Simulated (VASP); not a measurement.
A convergence study with VASP on SnO₂ (rutile): a few settings are varied, all else stays as given below, so the limit is that of these other settings. The cell's lengths are 1 % over those of the tabulated start and one atom is moved, so it is off equilibrium.

```xyz
6
Lattice="4.7874 0.0000 0.0000 0.0000 4.7874 0.0000 0.0000 0.0000 3.2219" Properties=species:S:1:pos:R:3 pbc="T T T"
Sn     0.0000     0.0000     0.0000
Sn     2.3937     2.3937     1.6110
O      1.4697     1.4697     0.0000
O      3.8634     0.9240     1.6110
O      0.9240     3.8634     1.6110
O      3.3783     3.3177     0.0000
```

All values below come from LDA (Ceperley-Alder, Perdew-Zunger), VASP's LDA PAW potentials (set 64) (plane waves; VASP). The last row used: 900 eV cut-off, 4×4×6 Γ-centred mesh, Gaussian smearing of 0.050 eV, potentials Sn_d O_h.

Unless said otherwise, spin-orbit coupling is left out, though it shifts the bands of the heavy elements here. Gaps are read on the run's mesh, which can miss a band edge. Energies of different potentials or hybrids have different zeros.

```
setting                       E (eV/atom)  pressure (GPa)  largest force (eV/Å)  gap on the mesh (eV)  plane waves
----------------------------  -----------  --------------  --------------------  --------------------  -----------
ENCUT = 300, POTCAR Sn_d O        -7.1302          -47.29                 0.961                 0.683          892
ENCUT = 400, POTCAR Sn_d O        -7.0489          -11.62                 0.877                 0.767         1371
ENCUT = 520, POTCAR Sn_d O        -7.0360           -6.35                 0.891                 0.764         2020
ENCUT = 700, POTCAR Sn_d O        -7.0401           -6.58                 0.891                 0.767         3134
ENCUT = 900, POTCAR Sn_d O        -7.0411           -6.24                 0.891                 0.768         4554
ENCUT = 300, POTCAR Sn O          -7.1792          -46.12                 1.001                 0.668          892
ENCUT = 400, POTCAR Sn O          -7.0937          -11.45                 0.903                 0.753         1371
ENCUT = 520, POTCAR Sn O          -7.0798           -6.27                 0.912                 0.750         2020
ENCUT = 700, POTCAR Sn O          -7.0843           -6.57                 0.915                 0.753         3134
ENCUT = 900, POTCAR Sn O       (withheld)      (withheld)                 0.915                 0.754         4554
ENCUT = 300, POTCAR Sn_d O_s      -7.0307           -7.98                 0.892                 0.754          892
ENCUT = 400, POTCAR Sn_d O_s      -7.0304           -6.34                 0.889                 0.751         1371
ENCUT = 520, POTCAR Sn_d O_s      -7.0339           -6.31                 0.889                 0.754         2020
ENCUT = 700, POTCAR Sn_d O_s      -7.0344           -6.08                 0.889                 0.754         3134
ENCUT = 900, POTCAR Sn_d O_s      -7.0346           -6.06                 0.888                 0.754         4554
ENCUT = 300, POTCAR Sn_d O_h      -5.9963         -222.35                 1.155                 0.365          892
ENCUT = 400, POTCAR Sn_d O_h   (withheld)      (withheld)            (withheld)            (withheld)         1371
ENCUT = 520, POTCAR Sn_d O_h      -6.8718          -68.09                 1.002                 0.545         2020
ENCUT = 700, POTCAR Sn_d O_h      -7.0302          -17.44                 0.915                 0.756         3134
ENCUT = 900, POTCAR Sn_d O_h      -7.0426           -6.81                 0.892                 0.774         4554
```

Task: Some entries are withheld; supply them.

Result: 
- ENCUT = 900, POTCAR Sn O, E (eV/atom): -7.0853
- ENCUT = 900, POTCAR Sn O, pressure (GPa): -6.25
- ENCUT = 400, POTCAR Sn_d O_h, E (eV/atom): -6.3554
- ENCUT = 400, POTCAR Sn_d O_h, pressure (GPa): -148.38
- ENCUT = 400, POTCAR Sn_d O_h, largest force (eV/Å): 0.590
- ENCUT = 400, POTCAR Sn_d O_h, gap on the mesh (eV): 0.071

Left out are rungs that failed or repeat a setting and relaxations that didn't move; long series are thinned to 24 rows.

The compound is SnO2 in the rutile structure. The cell was not relaxed at this level, it is distorted from the ideal structure.
